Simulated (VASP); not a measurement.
Sr3MgO4, 8 atoms in the cell. Symmetry: Pmmm, No. 47, orthorhombic system. Conventional cell: a = 3.507 Å, b = 5.076 Å, c = 7.118 Å, α = 90.00°, β = 90.00°, γ = 90.00°. Sr (site symmetry mm2) is surrounded by 6 O at 2.44 to 2.56 Å. Around Sr (site symmetry mmm) lie 6 O at 2.54 to 2.67 Å. Mg (site symmetry mmm) has 6 O at 2.34 to 2.54 Å as nearest neighbours. O (site symmetry mm2) has 2 Mg at 2.34 Å and 4 Sr at 2.54 to 2.67 Å as nearest neighbours. O (site symmetry mmm) is surrounded by 4 Sr at 2.44 Å and 2 Mg at 2.54 Å. O (site symmetry mmm) is surrounded by 6 Sr at 2.54 to 2.56 Å. The cell comes from a database or a generator and needn't be the stable form of this composition.

```yaml
Program: VASP 6.6.1
Task: single point
Functional: PBE
Potentials_or_basis: VASP PAW PBE potentials, release 64 (Sr_sv, Mg, O)
Cutoff: 520 eV
k_mesh: 8 × 5 × 4
Occupations: fermi-dirac, width 0.05 eV
Spin: no spin polarisation
Further_INCAR_settings: ALGO = Normal; EDIFF = 1e-07; NBANDS = 38
```

Potentials or basis: VASP PAW PBE potentials, release 64 (Sr_sv, Mg, O).

The run is started by

```console
$ cat potpaw_PBE.64/Sr_sv/POTCAR potpaw_PBE.64/Mg/POTCAR potpaw_PBE.64/O/POTCAR > POTCAR
$ mpirun -np 1 vasp_std > vasp.out
```

Hardware: 1 thread of Intel(R) Xeon(R) 6975P-C (Granite Rapids), on a shared host.

How long does it take, and how much memory?

Wall time 110 s on 1 thread of Intel(R) Xeon(R) 6975P-C (Granite Rapids), on a shared host, peak memory 0.35 GiB. Counts: scf iterations 17, k points 45.
